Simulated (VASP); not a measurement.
# Cu2B (Fd-3m) in VASP: settings compared

The runs below take Cu2B through single point, relaxation of cell and atoms, with PBEsol, LDA.

All numbers are computed with VASP 6.6.1; they aren't measurements. Logs are shortened: lines on timing, memory, paths and dates and some standing lists are left out, and cuts for length are marked.

## 1. The structure

The structure is cubic, space group Fd-3m (No. 227). The conventional cell has a = 6.567 Å, b = 6.567 Å, c = 6.567 Å, α = 90.00°, β = 90.00°, γ = 90.00°. Cu (site symmetry -3m) is surrounded by 6 Cu at 2.32 Å. Around B (site symmetry -43m) lie 12 Cu at 2.72 Å and 4 B at 2.84 Å.

The cell was built by a generator and needn't be a form met in nature.

## 2. Single point, PBEsol

INCAR reads:

```
SYSTEM = Cu2B
PREC = Accurate
ENCUT = 800
EDIFF = 1E-6
ISMEAR = -5
SIGMA = 0.3
LREAL = Auto
LASPH = .TRUE.
NELM = 60
ALGO = Normal
ISIF = 2
LWAVE = .FALSE.
LCHARG = .FALSE.
GGA = PS
NBANDS = 34
```

KPOINTS reads:

```
Automatic mesh
0
G
  5 5 5
  0 0 0
```

POSCAR reads:

```
Cu2B
1.0
    0.0000000000      3.2834700000      3.2834700000
    3.2834700000      0.0000000000      3.2834700000
    3.2834700000      3.2834700000      0.0000000000
Cu B
4 2
Direct
    0.1250000000      0.1250000000      0.1250000000
    0.6250000000      0.1250000000      0.1250000000
    0.1250000000      0.1250000000      0.6250000000
    0.1250000000      0.6250000000      0.1250000000
    0.5000000000      0.5000000000      0.5000000000
    0.7500000000      0.7500000000      0.7500000000
```

Potentials or basis: VASP PAW PBE potentials, release 64 (Cu, B).

On the command line:

```bash
$ cat potpaw_PBE.64/Cu/POTCAR potpaw_PBE.64/B/POTCAR > POTCAR
$ mpirun -np 1 vasp_std > vasp.out
```

OUTCAR:

```text
SYSTEM = Cu2B
   PREC = Accurate
   ENCUT = 800
   EDIFF = 1E-6
   ISMEAR = -5
   LREAL = Auto
   LASPH = .TRUE.
   NELM = 60
   ISIF = 2
   GGA = PS

 ion  position               nearest neighbor table
   1  0.125  0.125  0.125-   2 2.32   3 2.32   4 2.32   3 2.32   4 2.32   2 2.32
   2  0.625  0.125  0.125-   1 2.32   3 2.32   4 2.32   1 2.32   3 2.32   4 2.32
   3  0.125  0.125  0.625-   1 2.32   1 2.32   2 2.32   4 2.32   4 2.32   2 2.32
   4  0.125  0.625  0.125-   1 2.32   3 2.32   1 2.32   2 2.32   3 2.32   2 2.32
   5  0.500  0.500  0.500-
   6  0.750  0.750  0.750-

  LATTYP: Found a face centered cubic cell.
 ALAT       =     6.5669400000

  Lattice vectors:

 A1 = (   0.0000000000,   3.2834700000,   3.2834700000)
 A2 = (   3.2834700000,   0.0000000000,   3.2834700000)
 A3 = (   3.2834700000,   3.2834700000,   0.0000000000)

Analysis of symmetry for initial positions (statically):
=====================================================================
 Subroutine PRICEL returns:
 Original cell was already a primitive cell.

 Routine SETGRP: Setting up the symmetry group for a
 face centered cubic supercell.

 Subroutine GETGRP returns: Found 48 space group operations
 (whereof 24 operations were pure point group operations)
 out of a pool of 48 trial point group operations.

The static configuration has the point symmetry T_d .
 The point group associated with its full space group is O_h .

Analysis of symmetry for dynamics (positions and initial velocities):
=====================================================================
 Subroutine PRICEL returns:
 Original cell was already a primitive cell.

 Routine SETGRP: Setting up the symmetry group for a
 face centered cubic supercell.

 Subroutine GETGRP returns: Found 48 space group operations
 (whereof 24 operations were pure point group operations)
 out of a pool of 48 trial point group operations.

The dynamic configuration has the point symmetry T_d .
 The point group associated with its full space group is O_h .

 Subroutine INISYM returns: Found 48 space group operations
 (whereof 24 operations are pure point group operations),
 and found     1 'primitive' translations

----------------------------------------------------------------------------------------

                                     Primitive cell

  volume of cell :      70.7993

  direct lattice vectors                    reciprocal lattice vectors
     0.000000000  3.283470000  3.283470000    -0.152277925  0.152277925  0.152277925
     3.283470000  0.000000000  3.283470000     0.152277925 -0.152277925  0.152277925
     3.283470000  3.283470000  0.000000000     0.152277925  0.152277925 -0.152277925

  length of vectors
     4.643527806  4.643527806  4.643527806     0.263753104  0.263753104  0.263753104

  position of ions in fractional coordinates (direct lattice)
     0.125000000  0.125000000  0.125000000
     0.625000000  0.125000000  0.125000000
     0.125000000  0.125000000  0.625000000
     0.125000000  0.625000000  0.125000000
     0.500000000  0.500000000  0.500000000
     0.750000000  0.750000000  0.750000000

  ion indices of the primitive-cell ions
   primitive index   ion index
                 1           1
                 2           2
                 3           3
                 4           4
                 5           5
                 6           6

----------------------------------------------------------------------------------------

 KPOINTS: Automatic mesh

Automatic generation of k-mesh.
 Grid dimensions read from file:
 generate k-points for:    5    5    5

 Generating k-lattice:

  Cartesian coordinates                     Fractional coordinates (reciprocal lattice)
    -0.030455585  0.030455585  0.030455585     0.200000000  0.000000000  0.000000000
     0.030455585 -0.030455585  0.030455585     0.000000000  0.200000000  0.000000000
     0.030455585  0.030455585 -0.030455585     0.000000000  0.000000000  0.200000000

  Length of vectors
     0.052750621  0.052750621  0.052750621

  Shift w.r.t. Gamma in fractional coordinates (k-lattice)
     0.000000000  0.000000000  0.000000000

 TETIRR: Found     24 inequivalent tetrahedra from      750

 Subroutine IBZKPT returns following result:
 ===========================================

 Found     10 irreducible k-points:

 Following reciprocal coordinates:
            Coordinates               Weight
  0.000000  0.000000  0.000000      1.000000
  0.200000  0.000000  0.000000      8.000000
  0.400000  0.000000  0.000000      8.000000
  0.200000  0.200000  0.000000      6.000000
  0.400000  0.200000  0.000000     24.000000
 -0.400000  0.200000  0.000000     24.000000
 -0.200000  0.200000  0.000000     12.000000
  0.400000  0.400000  0.000000      6.000000
 -0.400000  0.400000  0.000000     12.000000
 -0.400000  0.400000  0.200000     24.000000
   k-points           NKPTS =     10   k-points in BZ     NKDIM =     10   number of bands    NBANDS=     34
   number of dos      NEDOS =    301   number of ions     NIONS =      6
   total plane-waves  NPLWV = 110592
   dimension x,y,z NGX =    48 NGY =   48 NGZ =   48
   dimension x,y,z NGXF=    96 NGYF=   96 NGZF=   96
   ions per type =               4   2
   NGX,Y,Z   is equivalent  to a cutoff of  17.18, 17.18, 17.18 a.u.
   NGXF,Y,Z  is equivalent  to a cutoff of  34.37, 34.37, 34.37 a.u.
 SYSTEM =  Cu2B
   PREC   = accura    normal or accurate (medium, high low for compatibility)
   ISTART =      0    job   : 0-new  1-cont  2-samecut
   ICHARG =      2    charge: 1-file 2-atom 10-const
   ISPIN  =      1    spin polarized calculation?
   LNONCOLLINEAR =      F non collinear calculations
   LSORBIT =      F    spin-orbit coupling
   LASPH  =      T    aspherical Exc in radial PAW
   ENCUT  =  800.0 eV  58.80 Ry    7.67 a.u.  10.71 10.71 10.71*2*pi/ulx,y,z
   NELM   =     60;   NELMIN=  2; NELMDL= -5     # of ELM steps
   EDIFF  = 0.1E-05   stopping-criterion for ELM
   LREAL  =      T    real-space projection
   EDIFFG = 0.1E-04   stopping-criterion for IOM
   NSW    =      0    number of steps for IOM
   IBRION =     -1    ionic relax: 0-MD 1-quasi-New 2-CG
   NFREE  =      0    steps in history (QN), initial steepest desc. (CG)
   ISIF   =      2    stress and relaxation
   ISYM   =      2    0-nonsym 1-usesym 2-fastsym
   POTIM  = 0.5000    time-step for ionic-motion
   TEBEG  =    0.0;   TEEND  =   0.0 temperature during run
   PSTRESS=    0.0 pullay stress
   NELECT =      50.0000    total number of electrons
   NUPDOWN=      -1.0000    fix difference up-down
   EMIN   =  10.00;   EMAX   =-10.00  energy-range for DOS
   EFERMI =   0.00;   METHOD = LEGACY
   ISMEAR =    -5;   SIGMA  =   0.30  broadening in eV -4-tet -1-fermi 0-gaus
   EFERMI_NEDOS =   21; number of points for ismear=-14 and -15
   IALGO  =     38    algorithm
   IMIX   =      4    mixing-type and parameters
     AMIX     =   0.40;   BMIX     =  1.00
     AMIX_MAG =   1.60;   BMIX_MAG =  1.00
  volume/ion in A,a.u.               =      11.80        79.63
  Fermi-wavevector in a.u.,A,eV,Ry     =   1.457880  2.754994 28.918015  2.125414
  Thomas-Fermi vector in A             =   2.574630
   LORBIT       =      0    0 simple, 1 ext, 2 COOP (PROOUT), +10 PAW based schemes
   GGA     = PS    functional components
   LHFCALC =     F    Hartree Fock is set to
   AEXX    =    0.0000 exact exchange contribution
   IVDW    =     0    specifies the selected vdW correction
   LEPSILON=     F    determine dielectric tensor
   LRPA    =     F    only Hartree local field effects (RPA)
 non-spin polarized calculation
 Fermi weights with tetrahedron method with Bloechl corrections
  energy-cutoff  :      800.00
  volume of cell :       70.80
 maximum number of plane-waves:      3695
 NGX is ok and might be reduce to    48
   NGX = 21   NGY = 21   NGZ = 21

 number of electron      49.9999990 magnetization

 Free energy of the ion-electron system (eV)
  ---------------------------------------------------
  ext. energy  EPLUGINS =         0.00000000
  ---------------------------------------------------
  free energy    TOTEN  =       -24.12087021 eV

  energy without entropy =      -24.12087021  energy(sigma->0) =      -24.12087021

 E-fermi :   6.0143     XC(G=0): -12.0169

 val. band max:        5.7963819500   @ k =  -0.2000   0.2000   0.0000
 cond. band min:       5.9895014342   @ k =  -0.2000   0.2000   0.0000
 fundamental gap:      0.1931194842
 Fermi energy:         6.0143264113

 k-point     1 :       0.0000    0.0000    0.0000
  band No.  band energies     occupation
      1      -4.4007      2.00000
      2      -0.2062      2.00000
      3       1.2630      2.00000
      4       1.2630      2.00000
      5       1.2630      2.00000
      6       1.6263      2.00000
[... 26 lines left out ...]
     33      13.0029      0.00000
     34      13.0029      0.00000

 k-point     2 :       0.2000    0.0000    0.0000
  band No.  band energies     occupation
      1      -4.0065      2.00000
      2      -0.1227      2.00000
      3       0.8298      2.00000
      4       1.3084      2.00000
      5       1.3942      2.00000
      6       1.3942      2.00000
[... 26 lines left out ...]
     33      14.0078      0.00000
     34      14.4689      0.00000

 k-point     3 :       0.4000    0.0000    0.0000
  band No.  band energies     occupation
      1      -2.8782      2.00000
      2      -1.1330      2.00000
      3       0.3780      2.00000
      4       1.3951      2.00000
      5       1.6547      2.00000
      6       1.6547      2.00000
[... 26 lines left out ...]
     33      12.9351      0.00000
     34      13.7624      0.00000
[... 186 lines left out ...]
 k-point     9 :      -0.4000    0.4000    0.0000
  band No.  band energies     occupation
      1      -1.3762      2.00000
      2      -1.2401      2.00000
      3      -0.2231      2.00000
      4       0.9506      2.00000
      5       1.6592      2.00000
      6       1.6604      2.00000
[... 26 lines left out ...]
     33      14.6326      0.00000
     34      14.8726      0.00000

 k-point    10 :      -0.4000    0.4000    0.2000
  band No.  band energies     occupation
      1      -1.9710      2.00000
      2      -0.6585      2.00000
      3      -0.1939      2.00000
      4       0.6224      2.00000
      5       1.5290      2.00000
      6       1.9129      2.00000
[... 26 lines left out ...]
     33      14.1158      0.00000
     34      14.2825      0.00000

------------------------ aborting loop because EDIFF is reached ----------------------------------------

  FORCE on cell =-STRESS in cart. coord.  units (eV):
  Direction    XX          YY          ZZ          XY          YZ          ZX
  --------------------------------------------------------------------------------------
  -------------------------------------------------------------------------------------
  Total       -2.8401187     -2.8401187     -2.8401187     -0.0000000     -0.0000000      0.0000000
  in kB      -64.2714226    -64.2714226    -64.2714226     -0.0000000     -0.0000000      0.0000000
  external PRESSURE =     -64.2714226 kB  Pullay stress =       0.0000000 kB

 VOLUME and BASIS-vectors are now :
 -----------------------------------------------------------------------------
  energy-cutoff  :      800.00
  volume of cell :       70.80
      direct lattice vectors                 reciprocal lattice vectors
     0.000000000  3.283470000  3.283470000    -0.152277925  0.152277925  0.152277925
     3.283470000  0.000000000  3.283470000     0.152277925 -0.152277925  0.152277925
     3.283470000  3.283470000  0.000000000     0.152277925  0.152277925 -0.152277925

 POSITION                                       TOTAL-FORCE (eV/Angst)
 -----------------------------------------------------------------------------------
      0.82087      0.82087      0.82087         0.000000      0.000000      0.000000
      0.82087      2.46260      2.46260         0.000000     -0.000000      0.000000
      2.46260      2.46260      0.82087         0.000000     -0.000000      0.000000
      2.46260      0.82087      2.46260         0.000000      0.000000      0.000000
      3.28347      3.28347      3.28347         0.000000      0.000000      0.000000
      4.92521      4.92521      4.92521        -0.000000     -0.000000     -0.000000
 -----------------------------------------------------------------------------------
    total drift:                                0.000000      0.000000      0.000000

  FREE ENERGIE OF THE ION-ELECTRON SYSTEM (eV)
  ---------------------------------------------------
  free  energy   TOTEN  =       -24.1208702139 eV

  energy  without entropy=      -24.1208702139  energy(sigma->0) =      -24.12087021
```

Wall time 2 min (1 thread of Intel Xeon 6975P-C (Granite Rapids), shared host); peak memory 0.32 GiB.

What came out:

* Free energy: -24.1209 eV
* Pressure: -6.4 GPa
* Band gap on the k mesh: none (metal or under the smearing width)

Caveat: the PAW data sets were made with another functional, which shifts forces and pressure a little; tetrahedron occupations give inexact forces and stress in metals.

## 3. Relaxation of cell and atoms, LDA

INCAR reads:

```
SYSTEM = Cu2B
PREC = Accurate
ENCUT = 600
EDIFF = 1E-6
ISMEAR = -1
SIGMA = 0.05
LREAL = .FALSE.
LASPH = .TRUE.
NELM = 100
ALGO = Normal
ISIF = 3
LWAVE = .FALSE.
LCHARG = .FALSE.
GGA = CA
IBRION = 2
NSW = 60
EDIFFG = -0.01
PSTRESS = 0
```

KPOINTS is that of step 2.

POSCAR is that of step 2.

Potentials or basis: VASP PAW LDA potentials, release 64 (Cu, B).

On the command line:

```bash
$ cat potpaw_LDA.64/Cu/POTCAR potpaw_LDA.64/B/POTCAR > POTCAR
$ mpirun -np 1 vasp_std > vasp.out
```

It took 92 s on 1 thread of Intel Xeon 6975P-C (Granite Rapids), shared host; peak memory 0.21 GiB.

It converged, with:

| Item | Value |
| --- | --- |
| Free energy | -26.5226 eV |
| Relaxed volume | 10.85 Å³/atom |
| Relaxed cell | a = 4.516 Å, b = 4.516 Å, c = 4.516 Å, α = 60.00°, β = 60.00°, γ = 60.00° |
| Space group after relaxing (to 0.05 Å) | Fd-3m (No. 227) |
| Energy gained by relaxing | 35.3 meV/atom |
| Ionic steps | 3 |
| Pressure after relaxing | 0.1 GPa |
| Band gap on the k mesh | none (metal or under the smearing width) |

Step by step:
```tsv
step	energy change (eV)	largest force (eV/Å)	pressure (GPa)	volume (Å³)
1	0.0000	0.0000	-10.87	70.80
2	-0.1707	0.0000	6.16	62.91
3	-0.2117	0.0000	0.05	65.11
```

Final structure:
```
Cu B
1.0
     0.00000    3.19307    3.19307
     3.19307    0.00000    3.19307
     3.19307    3.19307    0.00000
Cu B
4 2
Direct
  0.12500 0.12500 0.12500
  0.62500 0.12500 0.12500
  0.12500 0.12500 0.62500
  0.12500 0.62500 0.12500
  0.50000 0.50000 0.50000
  0.75000 0.75000 0.75000
```

Levels at points of the mesh, in eV from the Fermi level:
```csv
k point,band 22,band 23,band 24,band 25,band 26,band 27,band 28,band 29
"(0.00, 0.00, 0.00)",-1.21,-1.01,-1.01,-1.01,1.23,1.23,1.23,1.39
```

## 4. The reference run

An earlier run on the cell as given: functional PBE; potentials or basis VASP PAW PBE potentials, release 64 (Cu, B); cutoff 520 eV; k mesh 7 × 7 × 7; occupations fermi-dirac, width 0.05 eV; no spin polarisation.

* Pressure: 0.4 GPa
* Band gap on the k mesh: none (metal or under the smearing width)

## 5. The runs side by side

```csv
task,level,potentials or basis,cell,k mesh,cutoff (eV),smearing,other keys,gap on the mesh (eV),pressure (GPa)
single point,PBEsol,"VASP PAW PBE potentials, release 64 (Cu, B)",as given,5 × 5 × 5,800,tetrahedron,LREAL = Auto; ISMEAR = -5; SIGMA = 0.3; ENCUT = 800,none,-6.4
relaxation of cell and atoms,LDA,"VASP PAW LDA potentials, release 64 (Cu, B)",relaxed,5 × 5 × 5,600,fermi-dirac 0.05 eV,-,none,0.1
single point,PBE,"VASP PAW PBE potentials, release 64 (Cu, B)",as given,7 × 7 × 7,520,fermi-dirac 0.05 eV,-,none,0.4
```

Alike in all rows: no spin polarisation.

Caveats: the PAW data sets were made with another functional, which shifts forces and pressure a little (some runs); tetrahedron occupations give inexact forces and stress in metals (some runs).

Absolute energies hang on the potentials; compare differences alone.
